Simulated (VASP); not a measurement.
Here is the system:

```
CELL_PARAMETERS angstrom
      1.76043    -3.04916     0.00000
      1.76043     3.04916     0.00000
      0.00000     0.00000    14.77527
ATOMIC_POSITIONS crystal
  Te 0.33333 0.66667 0.87338
  Te 0.66667 0.33333 0.37338
  Te 0.66667 0.33333 0.12662
  Te 0.33333 0.66667 0.62662
  Mo 0.33333 0.66667 0.25000
  Mo 0.66667 0.33333 0.75000
```

These are AM05 GGA, VASP's PBE PAW potentials (set 64) (plane waves; VASP) values and carry that method's errors. Settings: 520 eV cut-off, 7×7×2 Γ-centred mesh, Gaussian smearing of 0.050 eV, potentials Te Mo_sv.

Without a dispersion term in the relaxation, distances and binding between the weakly bound layers, chains or molecules are unreliable, and so is what depends on them.

Task: The ions and cell shape at fixed volume are relaxed. What does this cell relax into?

Result: 
```
CELL_PARAMETERS angstrom
      1.74540    -3.02312     0.00000
      1.74540     3.02312     0.00000
      0.00000     0.00000    15.03089
ATOMIC_POSITIONS crystal
  Te 0.33333 0.66667 0.86994
  Te 0.66667 0.33333 0.36994
  Te 0.66667 0.33333 0.13006
  Te 0.33333 0.66667 0.63006
  Mo 0.33333 0.66667 0.25000
  Mo 0.66667 0.33333 0.75000
```
Space group P6_3/mmc (194), at a tolerance of 0.03 Å.

Task: How much energy does the relaxation gain?

Result: The energy (σ→0) changes by -6.3 meV/atom, in 7 ionic steps.

The compound is MoTe2 in the 2H layered structure. This cell is one point of a volume scan, at 1.03 of the reference volume. Symmetry was kept, so distortions that lower it aren't found.
